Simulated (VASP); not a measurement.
Wanted: the native input for a VASP 6.6.1 run.

```yaml
Task: relaxation of cell and atoms
Functional: PBEsol
Potentials_or_basis: VASP PAW PBE potentials, release 64 (W_sv, C)
Cutoff: 520 eV
k_mesh: 18 × 18 × 14
Occupations: gaussian, width 0.1 eV
Spin: no spin polarisation
Further_INCAR_settings: ALGO = Normal; EDIFF = 1e-07; IBRION = 2; EDIFFG = -0.002; NSW = 80; ISIF = 3
```

The structure of WC lies in POSCAR:

```
WC                                      
1.0
    2.9011970473     -0.0000000000      0.0000000000
   -1.4505985237      2.5125103483      0.0000000000
   -0.0000000000      0.0000000000      2.8310405122
  W               C             
     1     1
Direct
     0.0000000000000000    0.0000000000000000    0.0000000000000000
     0.6666666699999979    0.3333333300000021    0.5000000000000000
```

The input as run:

INCAR

```
SYSTEM = WC
ALGO = Normal
EDIFF = 1E-7
EDIFFG = -0.002
ENCUT = 520
GGA = PS
IBRION = 2
ISIF = 3
ISMEAR = 0
LASPH = .True.
LCHARG = .False.
LREAL = .False.
LWAVE = .False.
NELM = 60
NSW = 80
PREC = Accurate
SIGMA = 0.1
```

KPOINTS

```
k-points
0
Gamma
  18 18 14
  0 0 0
```

Potentials or basis: VASP PAW PBE potentials, release 64 (W_sv, C).

Command:

```sh
$ cat potpaw_PBE.64/W_sv/POTCAR potpaw_PBE.64/C/POTCAR > POTCAR
$ mpirun -np 1 vasp_std > vasp.out
```

Results of the run:

| Quantity | Value |
| --- | --- |
| Pressure after relaxing | 0.0 GPa |
| Band gap on the k mesh | none (metal or under the smearing width) |

Caveat: the relaxation stopped at its first step, so nothing moved; the PAW data sets were made with another functional, which shifts forces and pressure a little.

It took 27 s on 1 thread of Intel(R) Xeon(R) 6975P-C (Granite Rapids) (shared host), peak memory 0.21 GiB.
